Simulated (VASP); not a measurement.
Method: AM05 GGA, VASP's PBE PAW potentials (set 64) (plane waves; VASP).

VASP input:

File KPOINTS:
```
Regular mesh
0
G
 11 11 11
```

POSCAR:
```
MgO
3.0107970
  0.0000000000   0.7071068239   0.7071068239
  0.7071068239   0.0000000000   0.7071068239
  0.7071068239   0.7071068239   0.0000000000
Mg O
1 1
Cart
  0.0000000000   0.0000000000   0.0000000000
  0.7071068239   0.7071068239   0.7071068239
```

INCAR:
```
! general
SYSTEM = MgO
PREC   = Accurate
ENCUT  = 520
LREAL  = .FALSE.
LASPH  = .TRUE.

! electronic loop
EDIFF  = 1E-7
NELM   = 100
ALGO   = Normal

! smearing
ISMEAR = 0
SIGMA  = 0.05

! functional
GGA    = AM

! ions
ISIF   = 2

! output
LWAVE  = .FALSE.
LCHARG = .FALSE.
```

POTCAR, in this order: Mg O (PBE.64 set). Program: vasp_std.

Output

File OUTCAR:
```
 ion  position               nearest neighbor table
   1  0.000  0.000  0.000-   2 2.13   2 2.13   2 2.13   2 2.13   2 2.13   2 2.13
   2  0.500  0.500  0.500-   1 2.13   1 2.13   1 2.13   1 2.13   1 2.13   1 2.13
  LATTYP: Found a face centered cubic cell.
 ALAT       =     4.2579102084
 Subroutine PRICEL returns:
 Original cell was already a primitive cell.
 Subroutine GETGRP returns: Found 48 space group operations
The static configuration has the point symmetry O_h .
The dynamic configuration has the point symmetry O_h .
 Subroutine INISYM returns: Found 48 space group operations
 Subroutine IBZKPT returns following result:
 Found     56 irreducible k-points:

 Following reciprocal coordinates:
            Coordinates               Weight
  0.000000  0.000000  0.000000      1.000000
  0.090909  0.000000  0.000000      8.000000
  0.181818  0.000000  0.000000      8.000000
  0.272727  0.000000  0.000000      8.000000
  0.363636  0.000000  0.000000      8.000000
  0.454545  0.000000  0.000000      8.000000
  0.090909  0.090909  0.000000      6.000000
  0.181818  0.090909  0.000000     24.000000
  0.272727  0.090909  0.000000     24.000000
...
```

File OSZICAR:
```
       N       E                     dE             d eps       ncg     rms          rms(c)
DAV:   1     0.105565637973E+02    0.10557E+02   -0.47499E+03  1096   0.881E+02
DAV:   2    -0.132076431506E+02   -0.23764E+02   -0.22700E+02  1120   0.135E+02
DAV:   3    -0.134719586473E+02   -0.26432E+00   -0.26432E+00  1104   0.163E+01
DAV:   4    -0.134723516584E+02   -0.39301E-03   -0.39301E-03  1248   0.596E-01
DAV:   5    -0.134723519155E+02   -0.25706E-06   -0.25706E-06  1208   0.108E-02    0.659E+00
DAV:   6    -0.121597741970E+02    0.13126E+01   -0.87648E+00   896   0.205E+01    0.229E+00
DAV:   7    -0.121388209032E+02    0.20953E-01   -0.51270E-02   952   0.269E+00    0.129E+00
DAV:   8    -0.121306103359E+02    0.82106E-02   -0.25416E-02   904   0.242E+00    0.164E-01
DAV:   9    -0.121304814750E+02    0.12886E-03   -0.47128E-04  1336   0.192E-01    0.783E-02
DAV:  10    -0.121305710686E+02   -0.89594E-04   -0.13800E-04   920   0.126E-01    0.477E-03
DAV:  11    -0.121305714628E+02   -0.39421E-06   -0.86463E-07  1336   0.846E-03    0.301E-03
DAV:  12    -0.121305715335E+02   -0.70671E-07   -0.43947E-07   952   0.616E-03
   1 F= -.12130572E+02 E0= -.12130572E+02  d E =-.730960E-20
```

File OUTCAR:
```
------------------------ aborting loop because EDIFF is reached ----------------------------------------
  FORCE on cell =-STRESS in cart. coord.  units (eV):
  Direction    XX          YY          ZZ          XY          YZ          ZX
  --------------------------------------------------------------------------------------
  Total       -0.5290359     -0.5290359     -0.5290359     -0.0000000     -0.0000000     -0.0000000
  in kB      -43.9203948    -43.9203948    -43.9203948     -0.0000000     -0.0000000     -0.0000000
  external PRESSURE =     -43.9203948 kB  Pullay stress =       0.0000000 kB
  volume of cell :       19.30
      direct lattice vectors                 reciprocal lattice vectors
     0.000000000  2.128955104  2.128955104    -0.234856996  0.234856996  0.234856996
     2.128955104  0.000000000  2.128955104     0.234856996 -0.234856996  0.234856996
     2.128955104  2.128955104  0.000000000     0.234856996  0.234856996 -0.234856996
  FREE ENERGIE OF THE ION-ELECTRON SYSTEM (eV)
  ---------------------------------------------------
  free  energy   TOTEN  =       -12.1305715335 eV

  energy  without entropy=      -12.1305715335  energy(sigma->0) =      -12.13057153
```
(Selected blocks of OUTCAR.)

The compound is MgO in the rock salt structure. This cell is one point of a volume scan, at 1.03 of the reference volume.
